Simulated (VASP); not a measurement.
Input:

```
CELL_PARAMETERS angstrom
      1.50275    -2.60284     0.00000
      1.50275     2.60284     0.00000
      0.00000     0.00000     5.93302
ATOMIC_POSITIONS crystal
  Cd 0.33333 0.66667 0.25000
  Cd 0.66667 0.33333 0.75000
```

Computed with PBE GGA, VASP's PBE PAW potentials (set 64) (plane waves; VASP). Settings: 520 eV cut-off, 16×16×7 Γ-centred mesh, tetrahedra with Blöchl corrections, potentials Cd.

What does the run give for the energy per atom (σ→0), band gap (on the k-mesh) with the smallest direct gap where there is one?

```json
{
  "band gap (on the k-mesh)": "none (metal, semimetal or under 0.01 eV)",
  "energy per atom (σ→0)": "-744 meV/atom"
}
```

The compound is Cd in the hcp structure. It was relaxed first, which changed the volume by +7 %.
